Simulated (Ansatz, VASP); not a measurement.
# Sr7Al4Si23O59 in two plane-wave programs, part 2 of 2

Wanted: the spread between two codes on one cell, functional and k mesh. Of the first pair: The structure shown is frame 70 of Ansatz's trajectory.

VASP 6.6.1 and Ansatz 0.2.0.

So far. Step 3 (VASP: single point, PBE, pair 1): The run ends at a pressure of 2.41 GPa, with forces up to 3.1 eV/Å.

## (6) VASP: single point, PBE, pair 2

Level of this step: PBE; plane waves and PAW (Si, Al, Sr_sv, O) (VASP).

The same cell, functional and mesh now go to VASP, with its own data sets.

INCAR reads:

```
SYSTEM = Sr7Al4Si23O59
PREC = Accurate
ENCUT = 520
EDIFF = 1E-06
NELM = 120
ISMEAR = 0
SIGMA = 0.01
LREAL = Auto
ALGO = Normal
GGA = PE
NBANDS = 336
LORBIT = 11
LWAVE = .FALSE.
LCHARG = .FALSE.
ISIF = 2
LASPH = .TRUE.
GGA_COMPAT = .FALSE.
EFERMI = MIDGAP
NCORE = 2
```

POSCAR reads:

```
Sr7Al4Si23O59
1.0
   11.0236800000      0.0000000000      0.0000000000
    0.0000000000     11.0236800000      0.0000000000
    0.0000000000      0.0000000000     11.0236800000
Si Al Sr O
23 4 7 59
Direct
    0.0475249644      0.7601726465      0.7163578769
    0.6477691660      0.4025153125      0.7708859473
    0.2742822723      0.6803535661      0.3523415048
    0.9330096665      0.0070593486      0.7882394990
    0.8208238991      0.0835383465      0.4478722169
    0.0413564254      0.8089222474      0.2563753665
    0.6531394235      0.9450564603      0.8445002032
    0.4872782955      0.8240714535      0.6348696624
    0.8096298151      0.6232764376      0.7470010015
    0.3387616477      0.9707193968      0.0402678597
    0.3910490871      0.3355866643      0.1002569015
    0.0933082238      0.4834320300      0.4373766292
    0.2327807048      0.7196961450      0.9329189527
    0.2315923539      0.8578351331      0.5573365700
    0.7407598914      0.7355710616      0.9978337542
    0.2181213533      0.1538778339      0.2163796482
    0.0870580423      0.0289286336      0.4285411042
    0.0180701907      0.3313594009      0.1915603501
    0.4156234579      0.5778469622      0.7562991669
    0.6230587245      0.2433760777      0.5306667102
    0.7943354669      0.1573158873      0.1826885396
    0.9319483149      0.9401397718      0.0467176115
    0.8678499376      0.6343707365      0.3535207843
    0.2008222300      0.3870032512      0.7058804319
    0.7303459462      0.8075252547      0.5448543499
    0.6073017359      0.2086599030      0.9741755929
    0.1406608320      0.4635203489      0.9777678597
    0.4583859473      0.6687149845      0.0876839676
    0.9200920201      0.3065038172      0.6518331446
    0.4226356353      0.1209850068      0.7183989376
[... 57 atom lines left out ...]
    0.2346403379      0.2338148422      0.7214832071
    0.2957360881      0.8102466690      0.4332128654
    0.9832197596      0.5804232343      0.4350906412
    0.6836283346      0.2175770705      0.1104259195
    0.9539373422      0.6496832274      0.7171561584
    0.1415135418      0.7469647160      0.6027932596
```

KPOINTS reads:

```
Automatic mesh
0
Gamma
1 1 1
0 0 0
```

PAW data sets: Si, Al, Sr_sv and O (PBE family, release 64).

Started as:

```
> mpirun -np 8 vasp_gam
```

Numbers of over 12 decimals in the logs are rounded to 6 here.

The log of the run:

```text
[... set-up lines as in an earlier step ...]
 entering main loop
       N       E                     dE             d eps       ncg     rms          rms(c)
DAV:   1     0.496200085118E+04    0.49620E+04   -0.31126E+05   672   0.155E+03
DAV:   2    -0.353788010398E+03   -0.53158E+04   -0.51298E+04   832   0.382E+02
DAV:   3    -0.789890557176E+03   -0.43610E+03   -0.43336E+03   792   0.115E+02
DAV:   4    -0.805565993285E+03   -0.15675E+02   -0.15623E+02   840   0.192E+01
[...]
DAV:  18    -0.702838835899E+03   -0.57542E-06   -0.16966E-05   880   0.823E-03    0.136E-02
DAV:  19    -0.702838834732E+03    0.11665E-05   -0.53711E-06   744   0.759E-03    0.574E-03
DAV:  20    -0.702838835527E+03   -0.79516E-06   -0.50918E-06   696   0.595E-03
   1 F= -.70283884E+03 E0= -.70283884E+03  d E =0.000000E+00
```

Parts of OUTCAR (step 6):

```text
  Total       11.5623410     -3.1767499     15.0374607     -5.1498928     -1.6071757      0.1375938
  in kB       13.8285474     -3.7993895     17.9847868     -6.1592662     -1.9221804      0.1645620
  external PRESSURE =       9.3379816 kB  Pullay stress =       0.0000000 kB

 POSITION                                       TOTAL-FORCE (eV/Angst)
 -----------------------------------------------------------------------------------
      0.52390      8.37990      7.89690         1.894929      0.933527      1.147599
      7.14080      4.43720      8.49800        -1.971688      0.573773     -0.030207
      3.02360      7.50000      3.88410         0.854086      0.393060     -0.248191
     10.28520      0.07782      8.68930        -1.003220     -1.066011      0.209329
      9.04850      0.92090      4.93720         0.017415     -0.291999      1.068456
      0.45590      8.91730      2.82620         2.022644      0.167553      1.454455
      7.20000     10.41800      9.30950        -1.981211     -1.028961      0.298929
      5.37160      9.08430      6.99860        -0.240161     -0.444033     -0.056682
      8.92510      6.87080      8.23470         0.104734      2.615180      0.924941
[...]
5.49310     10.62990      3.72070         0.049189      0.454684      0.437231
      1.62480      1.91390      9.97450         0.773310      0.212442      0.000130
      6.39400      5.91210      3.83910         0.419770     -0.203930     -0.356092
      8.76890      5.04490      0.83070        -1.062613      0.404396      0.235198
[...]
-----------------------------------------------------------------------------------
    total drift:                                0.002148      0.020315     -0.008056

  FREE ENERGIE OF THE ION-ELECTRON SYSTEM (eV)
  ---------------------------------------------------
  free  energy   TOTEN  =      -702.8388355273 eV

  energy  without entropy=     -702.8388355273  energy(sigma->0) =     -702.83883553

[... 2 parts as in an earlier step ...]

[... 1 further part left out ...]
[key lines of the parts left out:]
E-fermi :   3.8014
```

The run ends at a pressure of 0.93 GPa, with forces up to 2.8 eV/Å.

## (7) Comparison

Forces on 9 of the 93 atoms, those with the largest forces and the largest differences (eV/Å; atoms numbered as in POSCAR):

```csv
atom,"Ansatz x, y, z","VASP x, y, z"
Si1,"1.898, 0.954, 1.149","1.895, 0.934, 1.148"
Si6,"1.978, 0.156, 1.462","2.023, 0.168, 1.454"
Si7,"-1.924, -1.002, 0.328","-1.981, -1.029, 0.299"
Si9,"0.076, 2.658, 0.914","0.105, 2.615, 0.925"
Si10,"1.395, -1.706, 0.045","1.376, -1.769, 0.073"
Sr29,"0.684, 0.940, -0.411","0.686, 1.032, -0.438"
O58,"-1.061, -1.570, -1.063","-1.089, -1.649, -1.092"
O73,"-1.059, -0.761, 1.770","-1.017, -0.739, 1.735"
O86,"-1.024, -0.602, -0.368","-1.058, -0.679, -0.385"
```

The forces differ by 26 meV/Å r.m.s., which is 3.4 % of the r.m.s. force of 0.757 eV/Å (both taken over all components).

## (8) Ansatz: dynamics, PBE

One frame of this run of dynamics is then solved in both programs, so the motion causes no difference.

The structure compared here is frame 209 of Ansatz's trajectory.

input.yaml reads:

```yaml
crystal:
  lattice:
    - [11.02368, 0.0, 0.0]
    - [0.0, 11.02368, 0.0]
    - [0.0, 0.0, 11.02368]
  atoms:
    - { symbol: Si, position: [0.05188, 0.74407, 0.72664] }
    - { symbol: Si, position: [0.63536, 0.39931, 0.78243] }
    - { symbol: Si, position: [0.28856, 0.68734, 0.3468] }
    - { symbol: Si, position: [0.92543, 0.99569, 0.77768] }
    - { symbol: Si, position: [0.81678, 0.07852, 0.46928] }
    - { symbol: Si, position: [0.06678, 0.81455, 0.23855] }
    - { symbol: Si, position: [0.64642, 0.95119, 0.84921] }
    - { symbol: Si, position: [0.49261, 0.83032, 0.64514] }
    - { symbol: Si, position: [0.80905, 0.61784, 0.74346] }
    - { symbol: Si, position: [0.34375, 0.95542, 0.05284] }
    - { symbol: Si, position: [0.3839, 0.34404, 0.09383] }
    - { symbol: Si, position: [0.10613, 0.48642, 0.43318] }
    - { symbol: Si, position: [0.22294, 0.70914, 0.95393] }
    - { symbol: Si, position: [0.237, 0.85758, 0.56548] }
    - { symbol: Si, position: [0.74713, 0.74104, 0.99296] }
    - { symbol: Si, position: [0.23028, 0.15832, 0.22583] }
    - { symbol: Si, position: [0.08874, 0.03705, 0.43117] }
    - { symbol: Si, position: [0.01393, 0.32554, 0.20294] }
    - { symbol: Si, position: [0.41235, 0.58231, 0.77077] }
    - { symbol: Si, position: [0.61032, 0.2459, 0.54264] }
    - { symbol: Si, position: [0.79261, 0.14537, 0.20058] }
    - { symbol: Si, position: [0.9417, 0.94722, 0.04385] }
    - { symbol: Si, position: [0.88147, 0.63176, 0.34692] }
    - { symbol: Al, position: [0.19806, 0.40119, 0.69937] }
    - { symbol: Al, position: [0.72888, 0.8041, 0.53122] }
    - { symbol: Al, position: [0.60155, 0.20629, 0.98754] }
    - { symbol: Al, position: [0.12413, 0.45934, 0.9858] }
    - { symbol: Sr, position: [0.47521, 0.68426, 0.08501] }
    - { symbol: Sr, position: [0.92628, 0.32403, 0.64537] }
    - { symbol: Sr, position: [0.41122, 0.11522, 0.73197] }
[... 57 atom lines left out ...]
    - { symbol: O, position: [0.2475, 0.2584, 0.71573] }
    - { symbol: O, position: [0.29125, 0.79767, 0.44526] }
    - { symbol: O, position: [0.98999, 0.5789, 0.43596] }
    - { symbol: O, position: [0.68386, 0.19721, 0.12286] }
    - { symbol: O, position: [0.95286, 0.63749, 0.72123] }
    - { symbol: O, position: [0.15162, 0.75541, 0.62256] }
kpoints:
  mp_grid: { grid: [1, 1, 1] }
hamiltonian:
  xc: pbe
scf:
  occupations: { method: fixed }
output:
  forces: true
  stress: true
md:
  timestep: 1.0
  n_steps: 209
  ensemble: nvt_langevin
  temperature: 300
  initial_velocities: maxwell_boltzmann
  seed: 9162
```

Started as:

```
> ansatz run input.yaml --threads 4 --pin off --max-ram 8192MiB --backend cpu --events-out ev --progress --plain --runs-dir out
```

The log of the run:

```text
[...]
Crystal: 93 atoms, lattice volume = 1339.614 Å³
Basis set: ecut = 420 eV, 26145 PW (Γ), exchange–correlation on 150×150×150 points (8 copies of the dense FFT grid, shifted against one another)
Bands: 357, of which v1, the nominal top of the filled ones, is band 264 counted from 1 (263 counted from 0)
Symmetry: 1 space group operations
k-points: 1
[...]
atom  92  O     -0.94794497    -1.55532050     0.06253120
  atom  93  O      0.80866177     0.40022040    -1.01991854
  max |Σ_I F_I| component: 2.02e-4 eV/Å
--- Stress (GPa, compression-positive) ---
        1.187699      -2.042686       0.031074
       -2.042690      -0.382853      -0.444157
        0.031071      -0.444152       1.923337
  P = ⅓ Tr σ = 0.9094 GPa (9.094 kbar)
--- MD trajectory: 209 steps, t = 0.0 → 209.0 fs ---
[...]
[key lines of the parts left out:]
SCF converged after 8 iterations
Free energy (F): -75173.879737 eV
Fermi energy:    3.944964 eV
```

## (9) VASP: single point, PBE, pair 3

The same cell, functional and mesh now go to VASP, with its own data sets.

INCAR is that of step 6.

POSCAR reads:

```
Sr7Al4Si23O59
1.0
   11.0236800000      0.0000000000      0.0000000000
    0.0000000000     11.0236800000      0.0000000000
    0.0000000000      0.0000000000     11.0236800000
Si Al Sr O
23 4 7 59
Direct
    0.0464817556      0.7734168626      0.7200045720
    0.6516698598      0.4104346280      0.7697973816
    0.2798702430      0.6910487242      0.3446943307
    0.9266869140      0.0035577956      0.7957415310
    0.8195901913      0.0774514500      0.4541042556
    0.0436061279      0.8013748585      0.2611106273
    0.6448663241      0.9639702894      0.8460876949
    0.4874869372      0.8253958751      0.6382170019
    0.8074526837      0.6331823856      0.7479534965
    0.3475427443      0.9630268658      0.0393970072
    0.3903233766      0.3441772620      0.0929725827
    0.0929000116      0.4894826410      0.4422661035
    0.2315016401      0.7240866934      0.9243102122
    0.2314744260      0.8518752359      0.5599672705
    0.7266811083      0.7483526372      0.9925179250
    0.2253603152      0.1562636071      0.2101657523
    0.0958028535      0.0348159598      0.4267540422
    0.0208913902      0.3417098464      0.2042512119
    0.4170658074      0.5750076200      0.7525889721
    0.6157653343      0.2495627594      0.5200804087
    0.8066634735      0.1588308079      0.1785338471
    0.9375272141      0.9338533049      0.0461733287
    0.8609829023      0.6134793463      0.3581199745
    0.2049769224      0.3791292926      0.6990950390
    0.7221635606      0.7967575256      0.5192095562
    0.6065578827      0.2249248890      0.9810607710
    0.1365424250      0.4543128973      0.9747924468
    0.4525258353      0.6661749978      0.0819689976
    0.9358490087      0.3118831461      0.6544819879
    0.4198507214      0.1128389068      0.7070959970
[... 57 atom lines left out ...]
    0.2479752678      0.2325902058      0.7115137595
    0.2925792476      0.8190277657      0.4309450202
    0.9634169352      0.5638770356      0.4604995791
    0.6919377195      0.2147467996      0.1103261343
    0.9552617638      0.6651045749      0.7486973497
    0.1313173096      0.7499129147      0.6015051235
```

KPOINTS is that of step 6.

Started as:

```
> mpirun -np 8 vasp_gam
```

The log of the run:

```text
[... set-up lines as in an earlier step ...]
 entering main loop
       N       E                     dE             d eps       ncg     rms          rms(c)
DAV:   1     0.498573325708E+04    0.49857E+04   -0.31117E+05   672   0.155E+03
DAV:   2    -0.345257461496E+03   -0.53310E+04   -0.51431E+04   832   0.383E+02
DAV:   3    -0.789438881079E+03   -0.44418E+03   -0.44133E+03   792   0.116E+02
DAV:   4    -0.805481564445E+03   -0.16043E+02   -0.15991E+02   880   0.194E+01
[...]
DAV:  18    -0.702642187415E+03    0.67829E-06   -0.17073E-05   800   0.950E-03    0.925E-03
DAV:  19    -0.702642186272E+03    0.11422E-05   -0.34388E-06   656   0.804E-03    0.334E-03
DAV:  20    -0.702642186723E+03   -0.45029E-06   -0.37465E-06   664   0.486E-03
   1 F= -.70264219E+03 E0= -.70264219E+03  d E =0.000000E+00
```

From OUTCAR (step 9):

```text
  Total       11.7272728     -1.1221280     17.8419842    -17.3431471     -4.2010872      0.4059167
  in kB       14.0258056     -1.3420639     21.3389939    -20.7423853     -5.0244958      0.4854760
  external PRESSURE =      11.3409119 kB  Pullay stress =       0.0000000 kB

 POSITION                                       TOTAL-FORCE (eV/Angst)
 -----------------------------------------------------------------------------------
      0.51240      8.52590      7.93710         0.206481      0.290885      0.444359
      7.18380      4.52450      8.48600        -0.369630      1.061503     -0.850839
      3.08520      7.61790      3.79980        -1.542908     -1.137366     -0.031727
     10.21550      0.03922      8.77200         0.121368      1.014332     -0.767578
      9.03490      0.85380      5.00590         0.538139      0.983083      0.264612
      0.48070      8.83410      2.87840        -0.218280      1.505188     -1.082733
      7.10880     10.62650      9.32700         0.588517     -2.269508     -0.306026
      5.37390      9.09890      7.03550         0.457520      0.142036     -0.759711
      8.90110      6.98000      8.24520         0.582371      0.197863      0.287237
      3.83120     10.61610      0.43430        -0.527981     -1.928034      1.660227
      4.30280      3.79410      1.02490         0.286888      0.383729     -0.374357
      1.02410      5.39590      4.87540        -0.012897      0.881507      0.013092
      2.55200      7.98210     10.18930        -0.456996     -2.790732     -1.055156
[...]
-----------------------------------------------------------------------------------
    total drift:                                0.037671     -0.004706      0.001307

  FREE ENERGIE OF THE ION-ELECTRON SYSTEM (eV)
  ---------------------------------------------------
  free  energy   TOTEN  =      -702.6421867228 eV

  energy  without entropy=     -702.6421867228  energy(sigma->0) =     -702.64218672

[... 2 parts as in an earlier step ...]

[... 1 further part left out ...]
[key lines of the parts left out:]
E-fermi :   3.6460
```

The run ends at a pressure of 1.13 GPa, with forces up to 3.4 eV/Å.

## (10) Comparison

Forces on 9 of the 93 atoms, those with the largest forces and the largest differences (eV/Å; atoms numbered as in POSCAR):

```csv
atom,"Ansatz x, y, z","VASP x, y, z"
Si10,"-0.476, -1.870, 1.623","-0.528, -1.928, 1.660"
Si13,"-0.486, -2.808, -1.040","-0.457, -2.791, -1.055"
Si20,"0.754, -1.138, 1.341","0.790, -1.136, 1.423"
Al25,"-0.690, 2.399, 0.909","-0.705, 2.442, 0.923"
O39,"-0.362, 0.765, -2.888","-0.358, 0.780, -2.923"
O42,"-0.452, -2.097, 0.734","-0.475, -2.181, 0.752"
O56,"0.698, 2.567, 1.030","0.705, 2.637, 1.045"
O69,"-2.612, -2.034, -0.596","-2.658, -2.058, -0.614"
O81,"-0.985, 2.275, -0.510","-1.001, 2.311, -0.527"
```

The forces differ by 26 meV/Å r.m.s., which is 3.0 % of the r.m.s. force of 0.864 eV/Å (both taken over all components).

## (11) Outcome

```
r.m.s. force difference (single point, PBE, pair 1) : 3.4 % of the r.m.s. force
r.m.s. force difference (single point, PBE, pair 2) : 3.4 % of the r.m.s. force
r.m.s. force difference (single point, PBE, pair 3) : 3.0 % of the r.m.s. force
```

**Reading.** The r.m.s. force difference is 3.4 % of the r.m.s. force (single point, PBE, pair 2), beyond the 3 % picked in this series as the mark of a large difference. What causes the difference of the single point, PBE, pair 1 pair stays open here. What causes the difference of the single point, PBE, pair 2 pair stays open here. What causes the difference of the single point, PBE, pair 3 pair stays open here. How closely two codes agree says nothing of how well the functional describes the real material.

[Lines on the potential files, build, host, timing and source positions are cut from VASP's logs without a mark.]

[Logs are printed without paths, hosts, clocks, repeated set-up lines and the standing remarks that a program may print on its own settings, such as how far it seeks lower states.]

[Hosts, paths, dates, database ids (printed as entryN), source tags and the programs' standing remarks are cut or masked in the printed files.]
